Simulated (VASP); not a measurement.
The system is GaAs.

```
CELL_PARAMETERS angstrom
0.00000 2.84522 2.84522
2.84522 0.00000 2.84522
2.84522 2.84522 0.00000
ATOMIC_POSITIONS crystal
Ga 0.00000 0.00000 0.00000
As 0.25000 0.25000 0.25000
```

The cell was built by a generator and isn't the measured one.

Base run:

```yaml
Program: VASP 6.6.1
Functional: LDA
Potentials_or_basis: VASP PAW LDA potentials, release 64 (Ga_d, As)
Cutoff: 520 eV
k_mesh: 8 × 8 × 8
Occupations: gaussian, width 0.02 eV
Spin: non-collinear spin, zero start, spin-orbit coupling
Starting_moments: "[[0.0, 0.0, 0.0], [0.0, 0.0, 0.0]] μB"
```

Its results: pressure -2.9 GPa; net moment 0.00 μB per cell.

Q: The run is repeated on the same cell with these changes: functional from LDA to PBE; potentials or basis from VASP PAW LDA potentials, release 64 (Ga_d, As) to VASP PAW PBE potentials, release 64 (Ga_d, As). What comes out?

A: Pressure 2.0 GPa; net moment 0.00 μB per cell.
